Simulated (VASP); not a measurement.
Output of a VASP run:

OSZICAR:
```
       N       E                     dE             d eps       ncg     rms          rms(c)
DAV:   1     0.479152510888E+03    0.47915E+03   -0.15790E+04   840   0.249E+03
DAV:   2     0.105499222193E+03   -0.37365E+03   -0.36862E+03  1192   0.400E+02
DAV:   3    -0.200841385892E+02   -0.12558E+03   -0.12322E+03  1496   0.214E+02
DAV:   4    -0.398812044332E+02   -0.19797E+02   -0.19792E+02  1432   0.934E+01
DAV:   5    -0.408874227047E+02   -0.10062E+01   -0.10059E+01  1456   0.258E+01    0.177E+01
DAV:   6    -0.328233953991E+02    0.80640E+01   -0.78080E+01  1192   0.503E+01    0.858E+00
DAV:   7    -0.326785292308E+02    0.14487E+00   -0.90630E+00  1552   0.310E+01    0.367E+00
DAV:   8    -0.326027346686E+02    0.75795E-01   -0.66010E-01  1368   0.673E+00    0.147E+00
DAV:   9    -0.325859395835E+02    0.16795E-01   -0.12190E-01  1360   0.327E+00    0.457E-01
DAV:  10    -0.325869216817E+02   -0.98210E-03   -0.64863E-02  1408   0.174E+00    0.250E-01
DAV:  11    -0.325863203925E+02    0.60129E-03   -0.13780E-02  1368   0.903E-01    0.125E-01
DAV:  12    -0.325864847123E+02   -0.16432E-03   -0.36795E-03  1528   0.562E-01    0.104E-01
DAV:  13    -0.325862738875E+02    0.21082E-03   -0.10255E-03  1336   0.246E-01    0.300E-02
DAV:  14    -0.325862746658E+02   -0.77828E-06   -0.28678E-04  1432   0.143E-01    0.114E-02
DAV:  15    -0.325862761393E+02   -0.14735E-05   -0.17729E-05  1464   0.392E-02    0.995E-03
DAV:  16    -0.325862751941E+02    0.94522E-06   -0.16384E-06   800   0.174E-02
   1 F= -.32586275E+02 E0= -.32586275E+02  d E =-.325863E+02
       N       E                     dE             d eps       ncg     rms          rms(c)
DAV:   1    -0.325893588435E+02   -0.30827E-02   -0.91511E-02  1200   0.257E+00    0.376E-01
DAV:   2    -0.325868224235E+02    0.25364E-02   -0.15920E-02  1416   0.988E-01    0.110E-01
DAV:   3    -0.325864304919E+02    0.39193E-03   -0.19423E-03  1328   0.494E-01    0.525E-02
DAV:   4    -0.325863552979E+02    0.75194E-04   -0.43209E-04  1376   0.210E-01    0.108E-02
DAV:   5    -0.325863573773E+02   -0.20793E-05   -0.43562E-05  1536   0.584E-02    0.755E-03
DAV:   6    -0.325863581871E+02   -0.80980E-06   -0.11367E-05  1384   0.316E-02    0.492E-03
DAV:   7    -0.325863581306E+02    0.56462E-07   -0.73189E-06  1016   0.212E-02
   2 F= -.32586358E+02 E0= -.32586358E+02  d E =-.829365E-04
       N       E                     dE             d eps       ncg     rms          rms(c)
DAV:   1    -0.325868584442E+02   -0.50026E-03   -0.13304E-02  1200   0.990E-01    0.143E-01
DAV:   2    -0.325864929069E+02    0.36554E-03   -0.22723E-03  1392   0.377E-01    0.421E-02
DAV:   3    -0.325864367809E+02    0.56126E-04   -0.27826E-04  1360   0.191E-01    0.198E-02
DAV:   4    -0.325864252194E+02    0.11562E-04   -0.64147E-05  1392   0.823E-02    0.407E-03
DAV:   5    -0.325864254298E+02   -0.21039E-06   -0.55611E-06  1312   0.217E-02
   3 F= -.32586425E+02 E0= -.32586425E+02  d E =-.150236E-03
```

**OUTCAR**
```
------------------------ aborting loop because EDIFF is reached ----------------------------------------
  FORCE on cell =-STRESS in cart. coord.  units (eV):
  Direction    XX          YY          ZZ          XY          YZ          ZX
  --------------------------------------------------------------------------------------
  Total       -0.0241362     -0.0241362      0.0256757      0.0000000      0.0000000      0.0000000
  in kB       -0.4392020     -0.4392019      0.4672156      0.0000000      0.0000000      0.0000000
  external PRESSURE =      -0.1370628 kB  Pullay stress =       0.0000000 kB
  volume of cell :       88.05
      direct lattice vectors                 reciprocal lattice vectors
     2.001283548 -3.466324691  0.000000000     0.249839659 -0.144244999 -0.000000000
     2.001283548  3.466324691  0.000000000     0.249839659  0.144244999  0.000000000
     0.000000000 -0.000000000  6.346113351     0.000000000  0.000000000  0.157576763
 POSITION                                       TOTAL-FORCE (eV/Angst)
 -----------------------------------------------------------------------------------
      2.00128      1.15544      1.57099         0.000000      0.000000      0.015595
      2.00128     -1.15544      4.77512         0.000000     -0.000000     -0.015595
      0.00000      0.00000      0.00000        -0.000000      0.000000      0.000000
      2.00128      1.15544      4.09859        -0.000000     -0.000000     -0.004199
      2.00128     -1.15544      2.24752         0.000000      0.000000      0.004199
 -----------------------------------------------------------------------------------
    total drift:                                0.000000      0.000000      0.000000
  FREE ENERGIE OF THE ION-ELECTRON SYSTEM (eV)
  ---------------------------------------------------
  free  energy   TOTEN  =       -32.5864254298 eV

  energy  without entropy=      -32.5864254298  energy(sigma->0) =      -32.58642543

 reached required accuracy - stopping structural energy minimisation
```
(Selected blocks of OUTCAR.)

**POSCAR**
```
La2O3
1
    1.9998810402    -3.4638954758    -0.0000000000
    1.9998810402     3.4638954758     0.0000000000
    0.0000000000    -0.0000000000     6.3410568595
La O
2 3
Direct
  0.3333330000   0.6666670000   0.2475619384
  0.6666670000   0.3333330000   0.7524380616
  1.0000000000   1.0000000000   0.0000000000
  0.3333330000   0.6666670000   0.6458868133
  0.6666670000   0.3333330000   0.3541131867
```

Problem. Reconstruct the remaining input files.

Solution. This is not unique; one that fits is the input of the run itself, vdW-DF2, plane waves, VASP's PBE PAW potentials (set 64).

INCAR:
```
# general
SYSTEM   = La2O3
PREC     = Accurate
ENCUT    = 520   # plane-wave cut-off (eV)
LREAL    = .FALSE.
LASPH    = .TRUE.

# electronic loop
EDIFF    = 1E-6   # SCF stop (eV)
NELM     = 100   # most electronic steps
ALGO     = Normal
LMAXMIX  = 6   # l cut-off of mixed one-centre charges

# smearing
ISMEAR   = 0
SIGMA    = 0.05   # width (eV)

# functional
GGA      = ML
LUSE_VDW = .TRUE.
AGGAC    = 0.0
ZAB_VDW  = -1.8867

# ions
IBRION   = 2
NSW      = 60   # most ionic steps
ISIF     = 3   # ions, shape and volume
EDIFFG   = -0.02   # ionic stop

# output
LWAVE    = .FALSE.
LCHARG   = .FALSE.
```

KPOINTS:
```
Automatic mesh
0
Gamma
6 6 3
0 0 0
```

POTCAR, in this order: La O (PBE.64 set). Program: vasp_std.

The compound is La2O3 in the a-type structure. This run relaxes it. Symmetry was kept, so distortions that lower it aren't found. The start is the result of an earlier pass.
